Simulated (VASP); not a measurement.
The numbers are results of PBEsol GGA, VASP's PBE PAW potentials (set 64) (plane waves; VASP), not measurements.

Input for VASP

### KPOINTS
```
Automatic mesh
0
Gamma
10 10 5
0 0 0
```

### INCAR
```
SYSTEM  =  LaSi
PREC  =  Accurate; ENCUT  =  400; LREAL  =  .False.
LASPH  =  .True.
EDIFF  =  1E-7; NELM  =  100; ALGO  =  Normal
LMAXMIX  =  6
ISMEAR  =  -5
GGA  =  PS
ISIF  =  2
LWAVE  =  .False.; LCHARG  =  .True.; LORBIT  =  11
NEDOS  =  601
LEFG  =  .True.
```

### POSCAR
```
LaSi
1
    4.1573428893    -0.0000000000    -0.0000000000
   -2.0786714446     3.6003644443    -0.0000000000
    0.0000000000     0.0000000000     7.6748298673
La Si
2 2
Direct
  1.0000000000   1.0000000000   0.0000000000
  1.0000000000   0.0000000000   0.5000000000
  0.3333330000   0.6666670000   0.2500000000
  0.6666670000   0.3333330000   0.7500000000
```

POTCAR, in this order: La Si (PBE.64 set). Program: vasp_std.

Question: What will the output report for the number of irreducible k-points (NKPTS), number of bands (NBANDS), largest plane-wave count, number of space-group operations, FFT grid (NGX, NGY, NGZ)?

Answer: 
```json
{
 "number of irreducible k-points (NKPTS)": "42",
 "number of bands (NBANDS)": "19",
 "largest_plane_wave_count": "2110",
 "number_of_space_group_operations": "24",
 "FFT grid (NGX, NGY, NGZ)": "28 × 28 × 50"
}
```

The structure was generated: LaSi was put into the NiAs type type (P6_3/mmc), which need not be its known phase. It was relaxed first, which changed the volume by -27 %.
